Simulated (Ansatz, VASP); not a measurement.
## Cross-check of Ti (Ti(0001)) between VASP and Ansatz

Wanted: the spread between two codes on one cell, functional and k mesh. The cell is taken from a series of runs on this material, whose earlier steps may have relaxed, scaled, displaced or heated it; both programs get it as it stands.

Calculated with Ansatz 0.2.0; plane waves, with VASP 6.6.1 beside it; single point at PBE.

### Step 1. The structure

The cell holds 7 atoms: 7 Ti. Cell: a = 2.950 Å, b = 2.950 Å, c = 30.054 Å, α = 90.0°, β = 90.0°, γ = 60.0°. Vacuum lies along c.

### Step 2. Ansatz: single point, PBE

Ansatz runs on its default PAW (the set named soft_2) files.

A single point gives forces, pressure and levels at one fixed geometry, so differences don't come from the geometry; what else differs is listed under the comparison.

input.yaml reads:

```yaml
crystal:
  lattice:
    - [2.95, 0.0, 0.0]
    - [1.475, 2.5547749412, 0.0]
    - [0.0, 0.0, 30.0538]
  atoms:
    - { symbol: Ti, position: [0.0, 0.0, 0.2661893005] }
    - { symbol: Ti, position: [0.6666666667, 0.6666666667, 0.3441262003] }
    - { symbol: Ti, position: [0.0, 0.0, 0.4220631002] }
    - { symbol: Ti, position: [0.6666666667, 0.6666666667, 0.4993626095] }
    - { symbol: Ti, position: [0.0, 0.0, 0.5759971247] }
    - { symbol: Ti, position: [0.6666666667, 0.6666666667, 0.6553216563] }
    - { symbol: Ti, position: [0.0, 0.0, 0.7273780106] }
kpoints:
  mp_grid: { grid: [12, 12, 1] }
hamiltonian:
  xc: pbe
scf:
  occupations: { method: fermi_dirac, width: 0.1 }
efield:
  axis: 3
  dipole_correction: true
  ramp_width: 0.05
output:
  forces: true
  write_potential: true
  write_density: true
  volumetric_format: npy
```

Started as:

```console
$ ansatz run input.yaml --threads 4 --pin off --max-ram 8192MiB --backend cpu --events-out ev --progress --plain --runs-dir out
```

Numbers of over 12 decimals in the logs are rounded to 6 here.

Log:

```text
Engine: ansatz 0.2.0, aarch64-unknown-linux-gnu
Pseudopotentials: kind: paw
Pseudopotential: Ti, paw, valence charge 12, recommended cutoff 420 eV (normal), Ti.paw.azcp
Functional definition: PBE
  parameter kappa = 0.804
  parameter beta = 0.066725
  exchange = pbe_x(kappa = kappa, mu = beta*pi^2/3)
  correlation = pbe_c(beta = beta)
Crystal: 7 atoms, lattice volume = 226.503 Å³
Basis set: ecut = 420 eV, 4337 PW (Γ), exchange–correlation on 40×40×432 points (8 copies of the dense FFT grid, shifted against one another)
Bands: 51, of which v1, the nominal top of the filled ones, is band 42 counted from 1 (41 counted from 0)
Symmetry: 6 space group operations
Space group: P3m1 (ITA 156), of the structure as read, at distance tolerance 6.1e-5 Å
k-points: 19 of 144 (time reversal used)
Non-local potential: Ti, projectors of the file, l = 0: 3, l = 1: 2, l = 2: 3, l = 3: 1
PAW form: soft (Blöchl's): semilocal exchange-correlation on the pseudo side does not see the compensation charge
PAW one-centre angular grid: Ti, 590 points (default); XC on 64 Gauss nodes
Initial density: superposition of atomic densities (neutral atoms: chi_scale 0, normalization atom), corrected by the library's trained network
Initial wavefunctions: pseudopotential atomic-orbital guess
Functional: x = pbe(κ = 0.804, μ = 0.219515), c = pbe(β = 0.066725)
SCF iter   1: F=—  HF=-17495.981215 eV  |F-HF|=—  |Δ(HF+E_count)|=         —  Δρ=1.09e-2  dr2=6.06e0  ethr=1.77e-3  p=0.001 e·Å  D=1.03e-3 V/Å  ΔV_dip=-0.03 eV  dr2_dipole=1.60e-1  V_vac-E_F(+/−)=4.13/4.16 eV  ⟨swp⟩=9.8  Hψ=4541  notcnv=0
efield: sawtooth ramp at fractional position 0.9718 (placed from the atoms, in the widest stretch of the axis that holds none; the zero of the levels goes with the place), width 0.0500; the density the first Hamiltonian is built on has a dipole p = 0.001 e·Å; the dipole correction subtracts the counter field D = 1.03e-3 V/Å, which shifts the + side's vacuum level by -0.03 eV against the − side's; the planar-averaged density in the ramp window peaks in size at 1.1e-4 e/Å³
preconditioner: auto → LDOS  [metal: Δε(μ)=0.028 eV  Ē_g=2.244 eV  σ=0.100 eV  W_gap=0.07  n_scr=22 (ndim 8)  ℏωp=13.1 eV  f_vac=0.411  D(μ)=11.55/eV (n_scr^D=130)  β→1.0]
SCF iter   2: F=—  HF=-17495.930634 eV  |F-HF|=—  |Δ(HF+E_count)|=   5.06e-2  Δρ=2.37e-3  dr2=2.52e-2  ethr=1.77e-3  p=0.001 e·Å  D=6.94e-4 V/Å  ΔV_dip=-0.02 eV  dr2_dipole=6.24e-4  V_vac-E_F(+/−)=4.34/4.36 eV  ⟨swp⟩=1.3  Hψ=1130  notcnv=0
SCF iter   3: F=—  HF=-17495.930114 eV  |F-HF|=—  |Δ(HF+E_count)|=   5.20e-4  Δρ=9.77e-4  dr2=5.95e-3  ethr=3.00e-5  p=0.001 e·Å  D=9.21e-4 V/Å  ΔV_dip=-0.03 eV  dr2_dipole=2.92e-4  V_vac-E_F(+/−)=4.35/4.38 eV  ⟨swp⟩=3.0  Hψ=1945  notcnv=0
SCF iter   4: F=—  HF=-17495.929715 eV  |F-HF|=—  |Δ(HF+E_count)|=   4.00e-4  Δρ=1.99e-4  dr2=1.09e-4  ethr=7.08e-6  p=0.001 e·Å  D=1.08e-3 V/Å  ΔV_dip=-0.03 eV  dr2_dipole=5.37e-7  V_vac-E_F(+/−)=4.36/4.40 eV  ⟨swp⟩=2.6  Hψ=1514  notcnv=0
SCF iter   5: F=—  HF=-17495.929761 eV  |F-HF|=—  |Δ(HF+E_count)|=   4.60e-5  Δρ=1.20e-4  dr2=5.11e-5  ethr=1.29e-7  p=0.002 e·Å  D=1.20e-3 V/Å  ΔV_dip=-0.04 eV  dr2_dipole=1.46e-6  V_vac-E_F(+/−)=4.37/4.40 eV  ⟨swp⟩=3.2  Hψ=1924  notcnv=0
SCF iter   6: F=—  HF=-17495.929941 eV  |F-HF|=—  |Δ(HF+E_count)|=   1.81e-4  Δρ=3.59e-5  dr2=6.46e-6  ethr=6.08e-8  p=0.002 e·Å  D=1.24e-3 V/Å  ΔV_dip=-0.04 eV  dr2_dipole=7.87e-7  V_vac-E_F(+/−)=4.37/4.41 eV  ⟨swp⟩=2.3  Hψ=1648  notcnv=0
SCF iter   7: F=—  HF=-17495.929944 eV  |F-HF|=—  |Δ(HF+E_count)|=   2.63e-6  Δρ=1.23e-5  dr2=7.95e-7  ethr=7.69e-9  p=0.002 e·Å  D=1.29e-3 V/Å  ΔV_dip=-0.04 eV  dr2_dipole=3.88e-11  V_vac-E_F(+/−)=4.37/4.41 eV  ⟨swp⟩=2.3  Hψ=1383  notcnv=0
SCF iter   8: F=-17495.929944 eV  HF=-17495.929944 eV  |F-HF|=1.43e-8  |Δ(HF+E_count)|=   3.94e-7  Δρ=4.37e-6  dr2=8.10e-8  ethr=1.19e-10  p=0.002 e·Å  D=1.30e-3 V/Å  ΔV_dip=-0.04 eV  dr2_dipole=7.62e-9  V_vac-E_F(+/−)=4.37/4.41 eV  ⟨swp⟩=13.9  Hψ=8096  notcnv=0
SCF 1 converged in 8 iterations: F = -17495.929944 eV  dr2 = 8.10e-8
  Residual-converged pass: ⟨swp⟩=1.1  Hψ=1046  notcnv=0  max |occ|·‖R‖ = 7.1e-9 eV (tolerance 1.0e-8 eV)  dr2=8.10e-8  dr2_onsite=3.69e-9  max |Δocc| = 3.5e-11
  greatest PAW one-centre occupation: 0.999 electrons in one spin orbital (limit 2), on the Ti atom at site 3 (counted from 0), in its partial waves of l = 0
WARN: The output density's exchange-correlation potential varies sharply where the density is thin. Do not read a vacuum level from v_tot or v_xc, or from such a field of the output density. On a cell that repeats whose density bears no net charge and no dipole along the vacuum's axis use v_es (v_loc + v_h of the components); under efield.dipole_correction with no amplitude use v_es + v_field, which holds any externa [...]
SCF converged after 8 iterations
Free energy (F): -17495.929944 eV
Harris-Foulkes:  -17495.929944 eV  (|F-HF|=1.43e-8)
Internal energy: -17495.565300 eV  (E = F + TS)
E sigma→0 (E₀):  -17495.747622 eV
Entropy (-TS):   -0.364644 eV (-52.092 meV/atom)
Fermi energy:    5.262064 eV
Dipole field:    D = 0.001189 V/Å  (p = 0.001488 e·Å, saw-weighted, corrected)
Work function:   Φ+ = 4.3750 eV   Φ− = 4.4107 eV
Levels:          The Fermi level and band energies are counted from a zero that moves with the ramp; work functions are not
--- Per-component energies (eV) ---
  E_band       = -1781.887381
  E_kinetic    = 1902.626089
  E_local      = -97002.243493  (includes V_loc(G=0)·N_el)
  E_nonlocal   = 58.475247
  E_hartree    = 47652.773190
  E_xc         = -679.282324
  E_vxc        = -849.498271  (∫ρ·V_xc dr)
  E_paw        = -7333.463085  (= ΣΔE_a)
  E_vpaw       = -1196.804425  (= ΣTr[D̂ρ^β])
  E_aug_tail   = 0.000847  (compensation charges beyond the density's cutoff)
  E_efield     = 0.000001  (sawtooth field / dipole correction)
  E_vefield    = -0.005551  (∫n·V_field dr)
  E_ewald      = 37905.548229
  E_smearing   = -0.364644  (= −TS)
  E_closure    = -0.000000  (closes the sum)
  Σ components = -17495.929944   (vs F -17495.929944, Δ=0.00e0)
--- Forces (eV/Å), atoms counted from 1 ---
  atom   1  Ti     0.00000000    -0.00000000     0.54997875
  atom   2  Ti    -0.00000000     0.00000000    -0.55726011
  atom   3  Ti     0.00000000    -0.00000000     0.00913295
  atom   4  Ti     0.00000000     0.00000000     0.00035217
  atom   5  Ti    -0.00000000    -0.00000000    -0.00368759
  atom   6  Ti     0.00000000     0.00000000     0.00389899
  atom   7  Ti    -0.00000000    -0.00000000    -0.00236773
  max |Σ_I F_I| component: 4.74e-5 eV/Å
--- Band table (eV; the first three rows and the last of 19) ---
  k-point 0: bands = [... 38 lower, 5.5538, 5.7881, 5.8668, 5.8785, 5.8785, 5.9167, 5.9167, 5.9718, ... 5 higher]
  k-point 1: bands = [... 38 lower, 5.3978, 5.5847, 5.6608, 5.7454, 5.7975, 5.8393, 5.9542, 5.9807, ... 5 higher]
  k-point 2: bands = [... 38 lower, 5.0594, 5.1723, 5.3185, 5.4601, 5.4875, 5.6709, 5.7932, 6.0255, ... 5 higher]
  k-point 18: bands = [... 38 lower, 4.1396, 4.4794, 4.5880, 5.0743, 5.1896, 5.2230, 5.3689, 5.3772, ... 5 higher]
```

Reading the cycles: dr2 is the Hartree energy of the density residual (eV), the measure of convergence; HF is the Harris–Foulkes estimate of the energy, which meets the free energy F at convergence.

### Step 3. VASP: single point, PBE

The same cell, functional, mesh and smearing now go to VASP, with its own data sets.

Lines of VASP's logs that name or quote its potential files are left out, and so is its time.

INCAR reads:

```
SYSTEM = Ti
PREC = Accurate
ENCUT = 400
EDIFF = 1E-06
NELM = 120
ISMEAR = -1
SIGMA = 0.1
LREAL = .FALSE.
ALGO = Normal
GGA = PE
NBANDS = 52
LASPH = .TRUE.
LORBIT = 11
LWAVE = .FALSE.
LCHARG = .FALSE.
ISIF = 2
LDIPOL = .TRUE.
IDIPOL = 3
DIPOL = 0.5 0.5 0.499
LVHAR = .TRUE.
GGA_COMPAT = .FALSE.
NELMDL = -8
KPAR = 2
```

POSCAR reads:

```
Ti
1.0
    2.9500000000      0.0000000000      0.0000000000
    1.4750000000      2.5547749412      0.0000000000
    0.0000000000      0.0000000000     30.0538000000
Ti
7
Direct
    0.0000000000      0.0000000000      0.2661893005
    0.6666666667      0.6666666667      0.3441262003
    0.0000000000      0.0000000000      0.4220631002
    0.6666666667      0.6666666667      0.4993626095
    0.0000000000      0.0000000000      0.5759971247
    0.6666666667      0.6666666667      0.6553216563
    0.0000000000      0.0000000000      0.7273780106
```

KPOINTS reads:

```
Automatic mesh
0
Gamma
12 12 1
0 0 0
```

Potentials, in the order of the species: Ti_sv (PBE family, release 64).

Started as:

```console
$ mpirun -np 2 vasp_std
```

Log:

```text
[banner, memory and clock lines left out]
running    2 mpi-ranks, on    1 nodes
 distrk:  each k-point on    1 cores,    2 groups
 distr:  one band on    1 cores,    1 groups

 POSCAR found type information on POSCAR Ti
 POSCAR found :  1 types and       7 ions
 LDA part: xc-table for (Slater+PW92), standard interpolation
 POSCAR, INCAR and KPOINTS ok, starting setup
 FFT: planning ... GRIDC
 FFT: planning ... GRID_SOFT
 FFT: planning ... GRID
 WAVECAR not read
 entering main loop
       N       E                     dE             d eps       ncg     rms          rms(c)
DAV:   1     0.102748072989E+04    0.10275E+04   -0.41157E+04  2200   0.153E+03
DAV:   2     0.903769409389E+02   -0.93710E+03   -0.92113E+03  2032   0.517E+02
DAV:   3    -0.337727323707E+02   -0.12415E+03   -0.12050E+03  3128   0.166E+02
DAV:   4    -0.596231416354E+02   -0.25850E+02   -0.25561E+02  3024   0.602E+01
DAV:   5    -0.623043923197E+02   -0.26813E+01   -0.26740E+01  3160   0.177E+01
DAV:   6    -0.623867010714E+02   -0.82309E-01   -0.82134E-01  3056   0.379E+00
DAV:   7    -0.623903908917E+02   -0.36898E-02   -0.36863E-02  3176   0.612E-01
DAV:   8    -0.623904767833E+02   -0.85892E-04   -0.85710E-04  2904   0.104E-01    0.223E+01
DAV:   9    -0.150786945637E+03   -0.88396E+02   -0.69884E+02  3420   0.111E+02    0.539E+01
DAV:  10    -0.132876255728E+03    0.17911E+02   -0.18105E+03  3060   0.754E+01    0.442E+01
DAV:  11    -0.833146519726E+02    0.49562E+02   -0.12368E+03  2936   0.604E+01    0.340E+01
DAV:  12    -0.700566336687E+02    0.13258E+02   -0.27402E+02  2832   0.527E+01    0.239E+01
DAV:  13    -0.565005242752E+02    0.13556E+02   -0.14334E+02  3104   0.298E+01    0.168E+01
DAV:  14    -0.555787382035E+02    0.92179E+00   -0.37612E+01  2808   0.184E+01    0.111E+01
[...]
DAV:  40    -0.530700951900E+02   -0.73937E-05   -0.17164E-05  2648   0.330E-02    0.182E-02
DAV:  41    -0.530701049507E+02   -0.97608E-05   -0.62577E-06  1868   0.140E-02    0.955E-03
DAV:  42    -0.530701117461E+02   -0.67953E-05   -0.42956E-06  1632   0.104E-02    0.785E-03
DAV:  43    -0.530701180329E+02   -0.62869E-05   -0.26173E-06  1616   0.106E-02    0.319E-03
DAV:  44    -0.530701223239E+02   -0.42910E-05   -0.19707E-06  1496   0.797E-03    0.163E-03
DAV:  45    -0.530701257295E+02   -0.34056E-05   -0.57976E-07  1280   0.464E-03    0.139E-03
DAV:  46    -0.530701275149E+02   -0.17855E-05   -0.30436E-07  1256   0.372E-03    0.176E-03
DAV:  47    -0.530701282078E+02   -0.69287E-06   -0.19719E-07  1228   0.302E-03
   1 F= -.53070128E+02 E0= -.52887237E+02  d E =-.365782E+00
```

Parts of OUTCAR (step 3):

```text
ion  position               nearest neighbor table
   1  0.000  0.000  0.266-   2 2.90   2 2.90   2 2.90
   2  0.667  0.667  0.344-   1 2.90   1 2.90   1 2.90   3 2.90   3 2.90   3 2.90
   3  0.000  0.000  0.422-   4 2.88   4 2.88   4 2.88   2 2.90   2 2.90   2 2.90
   4  0.667  0.667  0.499-   5 2.86   5 2.86   5 2.86   3 2.88   3 2.88   3 2.88
   5  0.000  0.000  0.576-   4 2.86   4 2.86   4 2.86
   6  0.667  0.667  0.655-   7 2.76   7 2.76   7 2.76
   7  0.000  0.000  0.727-   6 2.76   6 2.76   6 2.76

  LATTYP: Found a hexagonal cell.
 ALAT       =     2.9500000000
 C/A-ratio  =    10.1877288135

 Subroutine GETGRP returns: Found  6 space group operations
 (whereof  6 operations were pure point group operations)

The static configuration has the point symmetry C_3v.

 Found     19 irreducible k-points:

   k-points           NKPTS =     19   k-points in BZ     NKDIM =     19   number of bands    NBANDS=     52

   dimension x,y,z NGX =    20 NGY =   20 NGZ =  196
   dimension x,y,z NGXF=    40 NGYF=   40 NGZF=  392

   ENCUT  =  400.0 eV  29.40 Ry    5.42 a.u.   4.81  4.81 49.01*2*pi/ulx,y,z

   NELECT =      84.0000    total number of electrons

 k-points in reciprocal lattice and weights: Automatic mesh
   0.00000000  0.00000000  0.00000000       0.007
   0.08333333 -0.00000000  0.00000000       0.042
   0.16666667 -0.00000000  0.00000000       0.042
   0.25000000  0.00000000  0.00000000       0.042
   0.33333333  0.00000000  0.00000000       0.042
   0.41666667  0.00000000  0.00000000       0.042
   0.50000000  0.00000000  0.00000000       0.021
   0.16666667  0.08333333  0.00000000       0.042
   0.25000000  0.08333333  0.00000000       0.083
[...]
-0.41666667  0.25000000  0.00000000       0.083
  -0.33333333  0.33333333  0.00000000       0.014

 dipolmoment           0.000000      0.000000     -0.001672 electrons x Angstroem

 average (electrostatic) potential at core
       1 -78.4162       2 -78.2315       3 -78.2186       4 -78.2378       5 -78.2324
       6 -78.1644       7 -78.3301

 E-fermi :   2.5568

 k-point     1 :       0.0000    0.0000    0.0000
  band No.  band energies     occupation
    ...
     33      -0.9342      2.00000
     34      -0.3870      2.00000
     35      -0.1311      2.00000
     36       2.3505      1.77464
     37       2.4701      1.40849
     38       2.7555      0.24128
     39       2.8497      0.10155
     40       3.0813      0.01049
     41       3.1654      0.00454
     42       3.1710      0.00429
    ...

 k-point     2 :       0.0833   -0.0000    0.0000
  band No.  band energies     occupation
    ...
     34      -0.2218      2.00000
     35       0.0247      2.00000
     36       2.2625      1.89988
     37       2.4219      1.58794
     38       2.5806      0.88157
     39       2.6939      0.40501
     40       2.8815      0.07488
     41       2.9538      0.03705
     42       3.0380      0.01615
     43       3.0905      0.00958
    ...

 k-point     3 :       0.1667   -0.0000    0.0000
  band No.  band energies     occupation
    ...
     37       2.0650      1.98548
     38       2.2850      1.87624
     39       2.3550      1.76548
     40       2.4671      1.42092
     41       2.6129      0.72701
     42       2.7547      0.24294
     43       2.7818      0.19075
     44       2.9633      0.03378
     45       3.0862      0.00999
     46       3.3178      0.00099
    ...

  Total       -2.5397474     -2.5397474     -2.0355227      0.0000000      0.0000000     -0.0000000
  in kB      -17.9649932    -17.9649932    -14.3983417      0.0000000      0.0000000     -0.0000000
  external PRESSURE =     -16.7761093 kB  Pullay stress =       0.0000000 kB

  energy-cutoff  :      400.00
  volume of cell :      226.50
      direct lattice vectors                 reciprocal lattice vectors
     2.950000000  0.000000000  0.000000000     0.338983051 -0.195711956  0.000000000
     1.475000000  2.554774941  0.000000000     0.000000000  0.391423911  0.000000000
     0.000000000  0.000000000 30.053800000     0.000000000  0.000000000  0.033273663

 POSITION                                       TOTAL-FORCE (eV/Angst)
 -----------------------------------------------------------------------------------
      0.00000      0.00000      8.00000        -0.000000     -0.000000      0.557670
      2.95000      1.70318     10.34230        -0.000000      0.000000     -0.557357
      0.00000      0.00000     12.68460         0.000000     -0.000000      0.009851
      2.95000      1.70318     15.00774        -0.000000     -0.000000     -0.000456
      0.00000      0.00000     17.31090        -0.000000     -0.000000     -0.001522
      2.95000      1.70318     19.69491         0.000000      0.000000     -0.005549
      0.00000      0.00000     21.86047        -0.000000     -0.000000     -0.002636
 -----------------------------------------------------------------------------------
    total drift:                               -0.000002     -0.000001     -0.000827

  FREE ENERGIE OF THE ION-ELECTRON SYSTEM (eV)
  ---------------------------------------------------
  free  energy   TOTEN  =       -53.0701282078 eV

  energy  without entropy=      -52.7043457909  energy(sigma->0) =      -52.88723700

 vacuum level on the upper side and lower side of the slab         6.928         6.969

 total charge
# of ion       s       p       d       tot
------------------------------------------
    1        2.244   6.062   1.874  10.181
    2        2.242   6.119   1.863  10.225
    3        2.245   6.119   1.874  10.238
    4        2.246   6.119   1.880  10.245
    5        2.244   6.117   1.873  10.234
    6        2.249   6.127   1.890  10.266
    7        2.256   6.069   1.908  10.233
--------------------------------------------------
tot         15.726  42.733  13.162  71.621

[... 3 further parts left out ...]
```

### Step 4. Comparison

Known differences besides the potentials themselves: the cutoff is 420 eV in Ansatz and 400 eV in VASP. Total energies have different zeros and are not compared.

The two programs side by side:

```
                                   quantity  Ansatz  VASP  difference
 work function, lower of the two faces (eV)    4.37  4.37        0.00
work function, higher of the two faces (eV)    4.41  4.41        0.00
```

Forces (eV/Å; atoms numbered as in POSCAR):

```
atom        Ansatz x, y, z          VASP x, y, z
 Ti1   0.000, 0.000, 0.550   0.000, 0.000, 0.558
 Ti2  0.000, 0.000, -0.557  0.000, 0.000, -0.557
 Ti3   0.000, 0.000, 0.009   0.000, 0.000, 0.010
 Ti4   0.000, 0.000, 0.000   0.000, 0.000, 0.000
 Ti5  0.000, 0.000, -0.004  0.000, 0.000, -0.002
 Ti6   0.000, 0.000, 0.004  0.000, 0.000, -0.006
 Ti7  0.000, 0.000, -0.002  0.000, 0.000, -0.003
```

The forces differ by 2.7 meV/Å r.m.s., which is 1.6 % of the r.m.s. force of 0.172 eV/Å (both taken over all components). With vacuum in the cell, a pressure given here is an average over mostly empty space and none of the material.

### Step 5. Summary of results

```json
{
 "r.m.s. force difference (single point, PBE)": "2.7 meV/Å"
}
```

What this shows: The r.m.s. force difference is 2.7 meV/Å (single point, PBE), within the 12 meV/Å picked in this series as the mark of a large difference. How closely two codes agree says nothing of how well the functional describes the real material.

[Lines on the potential files, build, host, timing and source positions are cut from VASP's logs without a mark.]

[Logs are printed without paths, hosts, clocks, repeated set-up lines and the standing remarks that a program may print on its own settings, such as how far it seeks lower states.]

[Hosts, paths, dates, database ids (printed as entryN), source tags and the programs' standing remarks are cut or masked in the printed files.]
